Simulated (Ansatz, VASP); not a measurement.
**NaHgF3 in VASP and in Ansatz**

```
Na Hg F
1.0
     4.56142    0.00000    0.00000
     0.00000    4.56142    0.00000
     0.00000    0.00000    4.56142
Na Hg F
1 1 3
Cartesian
  0.0000 0.0000 0.0000
  2.2807 2.2807 2.2807
  0.0000 2.2807 2.2807
  2.2807 0.0000 2.2807
  2.2807 2.2807 0.0000
```

Alike in both runs: functional PBE; k mesh 8 × 8 × 8; occupations gaussian, width 0.02 eV; no spin polarisation.

Ansatz relaxed the structure, and its values are those at the end. VASP's run is a single point on that final structure, the one shown.

|  | VASP | Ansatz |
| --- | --- | --- |
| version | VASP 6.6.1 | Ansatz 0.2.0 |
| potentials or method | VASP PAW PBE potentials, release 64 (Na_pv, Hg, F) | scalar-relativistic, plane waves, PAW |
| plane-wave cutoff (eV) | 520 | 420 |
| valence electrons in the cell | 40 | 50 |

```tsv
	VASP	Ansatz	Ansatz less VASP
gap on the k mesh at the Fermi level (eV)	0.37	0.40	+0.028
least direct gap on the mesh (eV)	2.79	2.83	+0.041
pressure (GPa)	0.2	0.0	-0.25
```

The functional is the same, so the differences come from potentials, cutoffs and numerics. The two sets of potentials don't hold the same shells in valence.

Caveats: spin-orbit coupling is left out, which moves the levels of the heavy elements.
